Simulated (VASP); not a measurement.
Given:

```yaml
crystal:
  lattice:
    - [3.75606, 0.00000, 0.00000]
    - [0.00000, 11.12612, 0.00000]
    - [0.00000, 0.00000, 3.41143]
  atoms:
    - { symbol: Pt, position: [0.00000, 0.00000, 0.50000] }
    - { symbol: Pt, position: [0.50000, 0.50000, 0.00000] }
    - { symbol: Cl, position: [0.88966, 0.86732, 0.00000] }
    - { symbol: Cl, position: [0.11034, 0.13268, 0.00000] }
    - { symbol: Cl, position: [0.38966, 0.63268, 0.50000] }
    - { symbol: Cl, position: [0.61034, 0.36732, 0.50000] }
```

These are PBEsol GGA, VASP's PBE PAW potentials (set 64) (plane waves; VASP) values and carry that method's errors. Numerical set-up: 400 eV cut-off, 13×5×15 Γ-centred mesh, Gaussian smearing of 0.010 eV, potentials Pt Cl.

Without a dispersion term in the relaxation, distances and binding between the weakly bound layers, chains or molecules are unreliable, and so is what depends on them.

Q: What does the run give for the energy per atom (σ→0)?

A: 
| Quantity | Value |
|---|---|
| energy per atom (σ→0) | -3.959 eV/atom |

The absolute energy has meaning only against runs of the same code, potentials and settings.

The structure comes from a computed database's PtCl2 entry (Pnnm); how it stands against other phases isn't given here. It was relaxed first.
